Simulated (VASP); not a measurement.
Level of theory: LDA (Ceperley-Alder, Perdew-Zunger), VASP's LDA PAW potentials (set 64) (plane waves; VASP 6.6.1).

VASP ran on this input.

### INCAR
```
! general
SYSTEM  = KTaO3
PREC    = Accurate
ENCUT   = 620   ! plane-wave cut-off (eV)
LREAL   = F   ! projection in real space or not
LASPH   = T

! electronic loop
EDIFF   = 1E-6   ! SCF stop (eV)
NELM    = 100
ALGO    = Normal   ! blocked Davidson
LMAXMIX = 6

! smearing
ISMEAR  = 0   ! Gaussian
SIGMA   = 0.05

! ions
IBRION  = 2   ! conjugate gradients
NSW     = 40
ISIF    = 3   ! ions, shape and volume
EDIFFG  = -0.02
PSTRESS = 300

! output
LWAVE   = F
LCHARG  = F
```

**POSCAR**
```
KTaO3
1
    3.8186970587    -0.0000000000    -0.0000000000
    0.0000000000     3.8186970587     0.0000000000
    0.0000000000    -0.0000000000     3.8186970587
K Ta O
1 1 3
Direct
  0.0000000000   0.0000000000   0.0000000000
  0.5000000000   0.5000000000   0.5000000000
  0.5000000000   0.0000000000   0.5000000000
  0.0000000000   0.5000000000   0.5000000000
  0.5000000000   0.5000000000   0.0000000000
```

### KPOINTS
```
Automatic mesh
0
Gamma
  6 6 6
0 0 0
```

POTCAR, in this order: K_sv Ta_pv O (LDA.64 set). Program: vasp_std.

What VASP printed:

OSZICAR:
```
       N       E                     dE             d eps       ncg     rms          rms(c)
DAV:   1     0.390256811746E+03    0.39026E+03   -0.24084E+04   920   0.198E+03
DAV:   2    -0.297299466358E+02   -0.41999E+03   -0.41072E+03  1097   0.515E+02
DAV:   3    -0.519896505490E+02   -0.22260E+02   -0.22206E+02  1179   0.114E+02
DAV:   4    -0.525313822600E+02   -0.54173E+00   -0.54153E+00  1673   0.165E+01
DAV:   5    -0.525338863469E+02   -0.25041E-02   -0.25038E-02  1179   0.104E+00    0.464E+01
DAV:   6    -0.447499429548E+02    0.77839E+01   -0.38518E+01  1085   0.483E+01    0.194E+01
DAV:   7    -0.445913094771E+02    0.15863E+00   -0.17391E+00  1242   0.978E+00    0.115E+01
DAV:   8    -0.445165246754E+02    0.74785E-01   -0.19091E-01  1221   0.399E+00    0.104E+00
DAV:   9    -0.445135864992E+02    0.29382E-02   -0.23386E-02  1308   0.103E+00    0.242E-01
DAV:  10    -0.445132844079E+02    0.30209E-03   -0.21918E-03  1281   0.442E-01    0.908E-02
DAV:  11    -0.445132563365E+02    0.28071E-04   -0.28520E-04  1251   0.150E-01    0.316E-02
DAV:  12    -0.445132531065E+02    0.32299E-05   -0.37716E-05  1386   0.463E-02    0.324E-03
DAV:  13    -0.445132531303E+02   -0.23766E-07   -0.10508E-06   869   0.890E-03
   1 F= -.34086327E+02 E0= -.34086327E+02  d E =-.340863E+02
```

### OUTCAR
```
------------------------ aborting loop because EDIFF is reached ----------------------------------------
  FORCE on cell =-STRESS in cart. coord.  units (eV):
  Direction    XX          YY          ZZ          XY          YZ          ZX
  --------------------------------------------------------------------------------------
  Total       10.4276917     10.4276917     10.4276917     -0.0000000      0.0000000     -0.0000000
  in kB      300.0220285    300.0220285    300.0220285     -0.0000000      0.0000000     -0.0000000
  external PRESSURE =       0.0220285 kB  Pullay stress =     300.0000000 kB
  volume of cell :       55.69
      direct lattice vectors                 reciprocal lattice vectors
     3.818697059  0.000000000  0.000000000     0.261869424  0.000000000  0.000000000
     0.000000000  3.818697059  0.000000000     0.000000000  0.261869424  0.000000000
     0.000000000  0.000000000  3.818697059     0.000000000  0.000000000  0.261869424
 POSITION                                       TOTAL-FORCE (eV/Angst)
 -----------------------------------------------------------------------------------
      0.00000      0.00000      0.00000         0.000000      0.000000      0.000000
      1.90935      1.90935      1.90935         0.000000      0.000000      0.000000
      1.90935      0.00000      1.90935         0.000000      0.000000      0.000000
      0.00000      1.90935      1.90935         0.000000      0.000000      0.000000
      1.90935      1.90935      0.00000         0.000000      0.000000      0.000000
 -----------------------------------------------------------------------------------
    total drift:                                0.000000     -0.000000     -0.000000
  FREE ENERGIE OF THE ION-ELECTRON SYSTEM (eV)
  ---------------------------------------------------
  free  energy   TOTEN  =       -44.5132531303 eV

  energy  without entropy=      -44.5132531303  energy(sigma->0) =      -44.51325313
  enthalpy is  TOTEN    =       -34.0863271050 eV   P V=       10.4269260253

 reached required accuracy - stopping structural energy minimisation
```
(Selected blocks of OUTCAR.)

OUTCAR:
```
 val. band max:        2.4904295170   @ k =   0.5000   0.5000   0.5000

 cond. band min:       4.7512121369   @ k =   0.0000   0.0000   0.0000


 Fermi energy:         2.7554659413

 k-point     1 :       0.0000    0.0000    0.0000
  band No.  band energies     occupation
      1     -30.8774      2.00000
      2     -30.8774      2.00000
      3     -30.8774      2.00000
      4     -24.3268      2.00000
      5     -15.2422      2.00000
      6     -14.5057      2.00000
      7     -14.5057      2.00000
      8      -8.1657      2.00000
      9      -8.1657      2.00000
     10      -8.1657      2.00000
     11       0.1753      2.00000
     12       0.1753      2.00000
     13       0.1753      2.00000
     14       1.1888      2.00000
     15       1.1888      2.00000
     16       1.1888      2.00000
     17       1.9837      2.00000
     18       1.9837      2.00000
     19       1.9837      2.00000
     20       4.7512      0.00000
     21       4.7512      0.00000
     22       4.7512      0.00000
     23       9.9601      0.00000

 k-point     2 :       0.1667    0.0000    0.0000
  band No.  band energies     occupation
      1     -30.9211      2.00000
      2     -30.8756      2.00000
      3     -30.8756      2.00000
      4     -24.3099      2.00000
      5     -15.1811      2.00000
      6     -14.4963      2.00000
      7     -14.2597      2.00000
      8      -8.1514      2.00000
      9      -8.1514      2.00000
     10      -8.0949      2.00000
     11      -0.5330      2.00000
     12       0.0659      2.00000
     13       0.0659      2.00000
     14       0.7478      2.00000
     15       0.7478      2.00000
     16       1.0171      2.00000
     17       1.0942      2.00000
     18       1.8581      2.00000
     19       1.8581      2.00000
     20       4.8078      0.00000
     21       5.7345      0.00000
     22       5.7345      0.00000
     23      10.4685      0.00000

 k-point     3 :       0.3333    0.0000    0.0000
...
```

Unless said otherwise, spin-orbit coupling is left out, though it shifts the bands of the heavy elements here.

The compound is KTaO3 in the cubic perovskite structure. It was relaxed first under an external pressure of 30 GPa.
